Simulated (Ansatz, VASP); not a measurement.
## Cross-check of BiN between VASP and Ansatz

Aim: how closely do two programs agree when they are given the same cell, functional and k mesh? The cell is invented: As first built, before any earlier steps moved the atoms (in the runner's words): it takes the GaN structure with some of its atoms replaced by other elements, volume scaled by an estimate. It may not be a known or stable phase. The cell is taken from a series of VASP runs on this material, whose earlier steps may have relaxed, scaled or displaced it; both programs get it as it stands.

Method: plane waves, with VASP 6.6.1 beside it; band structure at HSE06, spin-orbit coupling, in Ansatz 0.2.0.

## 1. The starting structure

The structure is cubic, space group F-43m (No. 216). The conventional cell has a = 5.556 Å, b = 5.556 Å, c = 5.556 Å, α = 90.00°, β = 90.00°, γ = 90.00°. Nearest to Bi lie 4 N at 2.41 Å. Nearest to N lie 4 Bi at 2.41 Å. As first built, before any earlier steps moved the atoms (in the runner's words): sites of the GaN structure (space group 216) filled with other elements, volume scaled by an estimate. Farther neighbours and most contacts between anions are not listed.

## 2. Ansatz: band structure, HSE06, spin-orbit coupling

Ansatz runs on its fully relativistic PAW (standard-fr) files.

With cell and atoms fixed, the geometry can't cause a difference; cores, projectors, grids and the points listed under the comparison can.

Input file input.yaml:

```yaml
crystal:
  lattice:
    - [0.0, 2.7780454068, 2.7780454068]
    - [2.7780454068, 0.0, 2.7780454068]
    - [2.7780454068, 2.7780454068, 0.0]
  atoms:
    - { symbol: Bi, position: [0.0, 0.0, 0.0] }
    - { symbol: "N", position: [0.25, 0.25, 0.25] }
hamiltonian:
  xc: { exchange: pbe, correlation: pbe, exx: { coeff: 0.25, omega: 0.2 } }
  pseudopotentials: { kind: paw_fr }
magnetization:
  noncollinear: true
  spin_orbit: true
kpoints:
  mp_grid: { grid: [4, 4, 4] }
  band_path:
    path:
      - [0.0, 0.0, 0.0]
      - [0.5, 0.0, 0.5]
      - [0.5, 0.2, 0.7]
      - [0.4, 0.35, 0.75]
      - [0.15, 0.15, 0.3]
      - [0.2, 0.2, 0.2]
      - [0.55, 0.4, 0.55]
      - [0.6, 0.25, 0.65]
      - [0.5, 0.25, 0.75]
      - [0.5, 0.5, 0.5]
      - [0.375, 0.375, 0.75]
      - [0.5, 0.0, 0.5]
    npoints: 1
scf:
  occupations: { method: gaussian, width: 0.02 }
  n_extra_bands: 14
output:
  forces: true
  stress: true
  eigenvalues: true
```

Run with:

```console
ansatz run input.yaml --threads 4 --pin off --max-ram 9216MiB --backend cpu --events-out ev --progress --plain --runs-dir out
```

Numbers of over 12 decimals in the logs are rounded to 6 here.

What it wrote:

```text
Warning: output.stress: scf.convergence.dr2_threshold = 1e-7 eV (the SCF's general default) is looser than the 2e-10 eV advised for a printed stress (1e-10 eV for each atom of the cell: 2). What an SCF threshold leaves in a stress goes as its square root, and in the free energy as the threshold itself, and one threshold admits the most on a small cell: [figures from the program's tests cut] Set scf.convergence.dr2_threshold to 2e-10 eV or tighter. The threshold is an SCF's pass mark: one that does not reach it within its budget of iterations ends unconverged, or closes short of it on a stop that the run arms, and scf.convergence.dr2_threshold's page says what that costs each kind of run
Warning: output.stress: scf.exx.energy_threshold = 1e-6 eV is looser than the 2e-8 eV advised for a stress under a hybrid functional (1e-8 eV for each atom of the cell: 2). Every SCF of the exchange loop can meet its threshold on dr2 while the loop round them stops early: no threshold on dr2 bounds what that leaves in the stress. Set scf.exx.energy_threshold to 2e-8 eV or tighter. The threshold is the loop's pass mark: a loop that does not reach it within its budget of cycles ends unconverged, and scf.exx.energy_threshold's page has the law
scf.n_extra_bands = 14 over 20 filled bands (N_el = 20.0): the run solves 34 bands
Engine: ansatz 0.2.0, aarch64-unknown-linux-gnu
Pseudopotentials: kind: paw_fr
Pseudopotential: Bi, paw_fr, valence charge 15, recommended cutoff 420 eV (normal), Bi.paw.azcp#standard-fr
Pseudopotential: N, paw_fr, valence charge 5, recommended cutoff 420 eV (normal), N.paw.azcp#standard-fr
Functional definition: unnamed
  parameter a_1 = 0.25
  parameter omega_1 = 0.2/angstrom
  exchange = pbe_x + (-a_1)*pbe_x_sr(omega_1) + a_1*exact_x_sr(omega_1)
  correlation = pbe_c
non-collinear run that drives no moment, with spin-orbit: no starting moment large enough to seed its density (crystal.atoms[].spin), no starting occupations that ask for one, no magnetisation constraint and no magnetic field, so the semilocal B_xc is pinned to zero
Crystal: 2 atoms, lattice volume = 42.879 Å³
Basis set: ecut = 420 eV, 869 PW (Γ), exchange–correlation on 54×54×54 points (8 copies of the dense FFT grid, shifted against one another)
Bands: 34, of which v1, the nominal top of the filled ones, is band 20 counted from 1 (19 counted from 0)
Symmetry: 24 space group operations + 24 with time reversal
Magnetic group: BNS 216.75 (UNI 1577), of the structure as read, at distance tolerance 3.5e-5 Å
k-points: 8 of 64 (time reversal used)
Projection manifold: j_resolved (fully-relativistic pseudo-atomic orbitals)
Non-local potential: Bi, projectors of the file, l = 0: 2, l = 1: 4, l = 2: 4, l = 3: 4
Non-local potential: N, projectors of the file, l = 0: 2, l = 1: 4, l = 2: 2
PAW form: soft (Blöchl's): semilocal exchange-correlation on the pseudo side does not see the compensation charge
PAW frozen core: Bi, regenerated for the run's functional, and the local potential with it (the file was generated under x = pbe(κ = 0.804, μ = 0.219515), c = pbe(β = 0.066725))
PAW frozen core: N, regenerated for the run's functional, and the local potential with it (the file was generated under x = pbe(κ = 0.804, μ = 0.219515), c = pbe(β = 0.066725))
PAW one-centre angular grid: Bi, 590 points (default); XC on 160 Gauss nodes
PAW one-centre angular grid: N, 110 points (default); XC on 64 Gauss nodes
Initial density: superposition of atomic densities (chi_scale 0.1, normalization cell, long waves kept (reshape's long-wave potential 0.00 eV rms))
Initial wavefunctions: pseudopotential atomic-orbital guess
Functional: x = pbe(κ = 0.804, μ = 0.219515), c = pbe(β = 0.066725), warm-up for x = pbe(κ = 0.804, μ = 0.219515) + 0.25 (exact − pbe) at short range (hse, ω = 0.2 Å⁻¹), c = pbe(β = 0.066725)
SCF iter   1: F=—  HF=-12820.898216 eV  |F-HF|=—  |Δ(HF+E_count)|=         —  Δρ=5.50e-2  dr2=2.19e0  dr2_m=0.00e0 (ungated)  ethr=1.00e-1  |M|=0.00e0 ∫|m|=0.00e0 μB  |m|>n=0.0e0 m-floor=0.0e0 τ_xc=0.0e0  β_m=0.30  ⟨swp⟩=6.2  Hψ=966  notcnv=0
preconditioner: auto → Kerker (q_TF=auto, 2.403 Å⁻¹)  [metal: Δε(μ)=0.012 eV  Ē_g=22.303 eV  σ=0.020 eV  W_gap=0.32  n_scr=14 (ndim 8)  ℏωp=25.4 eV  f_vac=0.000  D(μ)=4.85/eV (n_scr^D=64)]
spin=Noncollinear: Kerker preconditioning applied to the charge; magnetization (m_x, m_y, m_z) channels mix plain (no charge-response kernel on spin).
SCF iter   2: F=—  HF=-12820.580857 eV  |F-HF|=—  |Δ(HF+E_count)|=   3.17e-1  Δρ=2.57e-2  dr2=4.81e-1  dr2_m=0.00e0 (ungated)  ethr=1.10e-2  |M|=0.00e0 ∫|m|=0.00e0 μB  |m|>n=0.0e0 m-floor=0.0e0 τ_xc=0.0e0  β_m=0.40  ⟨swp⟩=2.5  Hψ=549  notcnv=0  defer=2
SCF iter   3: F=—  HF=-12820.507741 eV  |F-HF|=—  |Δ(HF+E_count)|=   7.31e-2  Δρ=1.44e-2  dr2=9.41e-2  dr2_m=0.00e0 (ungated)  ethr=2.40e-3  |M|=0.00e0 ∫|m|=0.00e0 μB  |m|>n=0.0e0 m-floor=0.0e0 τ_xc=0.0e0  β_m=0.70  ⟨swp⟩=3.2  Hψ=574  notcnv=0  defer=2
iter 4 solved again at ethr=2.59e-5 eV; its pass at ethr=4.70e-4 eV (dr2=5.17e-3 eV) is discarded
[...]
Frozen-core exchange: fock
SCF iter   1: F=—  HF=-12794.174550 eV  |F-HF|=—  |Δ(HF+E_count)|=         —  Δρ=7.62e-4  dr2=3.85e-4  dr2_m=0.00e0 (ungated)  ethr=6.14e-5  |M|=0.00e0 ∫|m|=0.00e0 μB  |m|>n=0.0e0 m-floor=0.0e0 τ_xc=0.0e0  β_m=0.30  ⟨swp⟩=2.2  Hψ=550  notcnv=0
preconditioner: auto → none  [insulator: Δε(μ)=0.266 eV  Ē_g=15.473 eV  σ=0.020 eV  W_gap=1.00  n_scr=14 (ndim 8)  ℏωp=17.9 eV  f_vac=0.018  D(μ)=0.00/eV (n_scr^D=0)]
SCF iter   2: F=—  HF=-12794.174481 eV  |F-HF|=—  |Δ(HF+E_count)|=   6.92e-5  Δρ=8.29e-5  dr2=3.11e-5  dr2_m=0.00e0 (ungated)  ethr=1.67e-6  |M|=0.00e0 ∫|m|=0.00e0 μB  |m|>n=0.0e0 m-floor=0.0e0 τ_xc=0.0e0  β_m=0.65  ⟨swp⟩=3.2  Hψ=546  notcnv=0  defer=1
SCF iter   3: F=-12794.174636 eV  HF=-12794.174642 eV  |F-HF|=5.80e-6  |Δ(HF+E_count)|=   1.61e-4  Δρ=1.29e-4  dr2=1.08e-5  dr2_m=0.00e0 (ungated)  ethr=7.60e-9  |M|=0.00e0 ∫|m|=0.00e0 μB  |m|>n=0.0e0 m-floor=0.0e0 τ_xc=0.0e0  ⟨swp⟩=4.8  Hψ=889  notcnv=0
SCF 3 stopped early in 3 iterations: F = -12794.174636 eV  dr2 = 1.08e-5
hybrid outer 2: dexx = +1.922e-4 eV, tail = 3.28e-5 eV, Δε = 5.73e-2 eV (about 6.95e-3 eV left of the loop's levels)
Projection manifold: j_resolved (fully-relativistic pseudo-atomic orbitals)
Exchange kernel: α = 0.2500, screened, ω = 0.2000 Å⁻¹, Wigner–Seitz truncation, v(0) = 1099.3072 eV·Å³, q-mesh 4×4×4, nearest image of the exchange supercell L = 15.71 Å, pair-density grid 18×18×18, without the augmentation charges, whose exchange is taken in its separable form by FFT convolution over the k-point mesh (sized by the pseudopotential files, 24×24×24 at the most), smooth part of the exact exchange by density-matrix convolution
Frozen-core exchange: fock
SCF iter   1: F=—  HF=-12794.174610 eV  |F-HF|=—  |Δ(HF+E_count)|=         —  Δρ=7.16e-5  dr2=5.21e-6  dr2_m=0.00e0 (ungated)  ethr=5.77e-7  |M|=0.00e0 ∫|m|=0.00e0 μB  |m|>n=0.0e0 m-floor=0.0e0 τ_xc=0.0e0  β_m=0.30  ⟨swp⟩=2.9  Hψ=557  notcnv=0
preconditioner: auto → none  [insulator: Δε(μ)=0.280 eV  Ē_g=15.469 eV  σ=0.020 eV  W_gap=1.00  n_scr=14 (ndim 8)  ℏωp=17.9 eV  f_vac=0.018  D(μ)=0.00/eV (n_scr^D=0)]
SCF iter   2: F=—  HF=-12794.174609 eV  |F-HF|=—  |Δ(HF+E_count)|=   7.31e-7  Δρ=1.63e-5  dr2=2.05e-6  dr2_m=0.00e0 (ungated)  ethr=1.72e-8  |M|=0.00e0 ∫|m|=0.00e0 μB  |m|>n=0.0e0 m-floor=0.0e0 τ_xc=0.0e0  β_m=0.58  ⟨swp⟩=2.6  Hψ=448  notcnv=0
SCF iter   3: F=—  HF=-12794.174647 eV  |F-HF|=—  |Δ(HF+E_count)|=   3.75e-5  Δρ=4.25e-5  dr2=1.03e-6  dr2_m=0.00e0 (ungated)  ethr=4.87e-10  |M|=0.00e0 ∫|m|=0.00e0 μB  |m|>n=0.0e0 m-floor=0.0e0 τ_xc=0.0e0  β_m=0.58  ⟨swp⟩=4.9  Hψ=844  notcnv=0
SCF iter   4: F=—  HF=-12794.174646 eV  |F-HF|=—  |Δ(HF+E_count)|=   2.64e-7  Δρ=5.75e-6  dr2=3.21e-8  dr2_m=0.00e0 (ungated)  ethr=4.87e-10  |M|=0.00e0 ∫|m|=0.00e0 μB  |m|>n=0.0e0 m-floor=0.0e0 τ_xc=0.0e0  β_m=0.65  ⟨swp⟩=3.6  Hψ=607  notcnv=0
SCF iter   5: F=—  HF=-12794.174646 eV  |F-HF|=—  |Δ(HF+E_count)|=   1.35e-9  Δρ=2.08e-6  dr2=2.55e-8  dr2_m=0.00e0 (ungated)  ethr=4.08e-11  |M|=0.00e0 ∫|m|=0.00e0 μB  |m|>n=0.0e0 m-floor=0.0e0 τ_xc=0.0e0  β_m=0.65  ⟨swp⟩=3.0  Hψ=668  notcnv=0
SCF iter   6: F=-12794.174647 eV  HF=-12794.174647 eV  |F-HF|=9.03e-9  |Δ(HF+E_count)|=   1.62e-7  Δρ=4.74e-6  dr2=1.22e-8  dr2_m=0.00e0 (ungated)  ethr=6.89e-12  |M|=0.00e0 ∫|m|=0.00e0 μB  |m|>n=0.0e0 m-floor=0.0e0 τ_xc=0.0e0  ⟨swp⟩=5.1  Hψ=818  notcnv=0
SCF 4 converged in 6 iterations: F = -12794.174647 eV  dr2 = 1.22e-8
  Residual-converged pass: ⟨swp⟩=2.0  Hψ=427  notcnv=0  max |occ|·‖R‖ = 2.3e-6 eV (tolerance 2.4e-6 eV)  dr2=1.22e-8  dr2_m=0.00e0 (ungated)  dr2_onsite=2.70e-10  max |Δocc| = 8.2e-32
hybrid outer 3: dexx = +8.273e-7 eV, tail = 2.57e-8 eV, Δε = 3.14e-3 eV (about 1.88e-4 eV left of the loop's levels)
NSCF: frozen V_eff on 12 k-points
hybrid SCF converged: 3 outer / 16 inner (+11 warm-up), last move |dexx| = 8.27e-7 eV, tail = 2.57e-8 eV
Magnetization: |M| = 0.0000 μB,  M = (+0.0000, +0.0000, +0.0000) μB
Absolute magnetization: 0.0000 μB (∫|m|)
  site 0: m = (+0.0000, +0.0000, +0.0000) μB, |m| = 0.0000 μB  (R = 0.99 Å)
  site 1: m = (+0.0000, +0.0000, +0.0000) μB, |m| = 0.0000 μB  (R = 0.99 Å)
Free energy (F): -12794.174647 eV
Frozen-core exchange: fock
Harris-Foulkes:  -12794.174647 eV  (|F-HF|=9.03e-9)
Internal energy: -12794.174647 eV  (E = F + TS)
E sigma→0 (E₀):  -12794.174647 eV
Fermi energy:    9.580289 eV
--- Per-component energies (eV) ---
  E_band       = -136.814505
  E_kinetic    = 426.325130
  E_local      = -1730.601438  (includes V_loc(G=0)·N_el)
  E_nonlocal   = 609.896763
  E_hartree    = 558.425262
  E_xc         = -169.395273
  E_vxc        = -175.171449  (∫ρ·V_xc dr)
  E_exx        = -47.701251  (= α·E_x^exact, valence–valence)
  E_paw        = -10800.066099  (= ΣΔE_a)
  E_vpaw       = -288.713758  (= ΣTr[D̂ρ^β])
  E_aug_tail   = -0.000304  (compensation charges beyond the density's cutoff)
  E_ewald      = -1641.193131
  E_core_change = 0.135694  (= ΣΔE_core)
  E_smearing   = -0.000000  (= −TS)
  E_closure    = 0.000000  (closes the sum)
  Σ components = -12794.174647   (vs F -12794.174647, Δ=-1.82e-12)
--- Forces (eV/Å), atoms counted from 1 ---
  atom   1  Bi    -0.00000000     0.00000000    -0.00000000
  atom   2  N      0.00000000    -0.00000000    -0.00000000
  max |Σ_I F_I| component: 4.44e-16 eV/Å
--- Stress (GPa, compression-positive) ---
       -2.883714      -0.000000      -0.000000
       -0.000000      -2.883714       0.000000
        0.000000       0.000000      -2.883714
  P = ⅓ Tr σ = -2.8837 GPa (-28.837 kbar)
--- Band table (eV; the first three rows and the last of 8) ---
  k-point 0: bands = [... 16 lower, 6.8643, 6.8643, 6.8643, 6.8643, 10.7960, 10.7960, 13.6599, 13.6599, ... 10 higher]
  k-point 1: bands = [... 16 lower, 6.4267, 6.4445, 6.5477, 6.5477, 11.3972, 11.3972, 12.8799, 12.8799, ... 10 higher]
  k-point 2: bands = [... 16 lower, 6.0734, 6.0734, 6.0812, 6.0812, 12.2865, 12.2865, 13.1862, 13.1862, ... 10 higher]
  k-point 7: bands = [... 16 lower, 4.1904, 4.2108, 9.4399, 9.7207, 10.8328, 11.5539, 11.8531, 12.6681, ... 10 higher]
```

The job ended after 85 s (4 threads of Arm Neoverse V2, shared host; peak memory 0.9 GiB; 5.1 min of CPU time).

The column dr2 measures how far the density is from self-consistency, as an energy; F and HF (Harris–Foulkes) agree once it is small.

(Part 1 of 2 ends here.)

[Lines on the potential files, build, host, timing and source positions are cut from VASP's logs without a mark.]

[Logs are printed without paths, hosts, clocks, repeated set-up lines and the standing remarks that a program may print on its own settings, such as how far it seeks lower states.]

[Hosts, paths, dates, database ids (printed as entryN), source tags and the programs' standing remarks are cut or masked in the printed files.]
